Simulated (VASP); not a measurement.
Data:

```
CELL_PARAMETERS angstrom
      0.00000     2.72217     2.72217
      2.72217     0.00000     2.72217
      2.72217     2.72217     0.00000
ATOMIC_POSITIONS crystal
  Ag 0.00000 0.00000 0.00000
  Cl 0.50000 0.50000 0.50000
```

All values below come from PBEsol GGA, VASP's PBE PAW potentials (set 64) (plane waves; VASP 6.6.1). Run with 520 eV cut-off, Gaussian smearing of 0.050 eV, potentials Ag Cl.

Problem. Give the energies of bands 2 to 11 at the high-symmetry points, in eV from the valence-band maximum.

Solution. 
```csv
band,Γ,X,U,L,W
2,-2.72,-4.82,-4.68,-5.80,-4.63
3,-2.72,-3.39,-4.65,-4.57,-4.45
4,-2.72,-3.39,-4.17,-4.57,-4.45
5,-2.67,-3.11,-2.56,-2.29,-2.20
6,-2.67,-2.45,-2.22,-2.29,-2.20
7,-2.57,-2.15,-2.02,-1.94,-2.15
8,-2.57,-2.15,-1.82,0.00,-2.13
9,-2.57,-2.02,-1.18,0.00,-1.35
10,0.72,2.14,3.46,3.88,4.17
11,10.72,7.78,7.09,6.75,7.74
```

The gap is indirect, 0.72 eV, from the valence maximum at L to the conduction minimum at Γ.

The compound is AgCl in the rock salt structure. It was relaxed first, which changed the volume by -6 %.
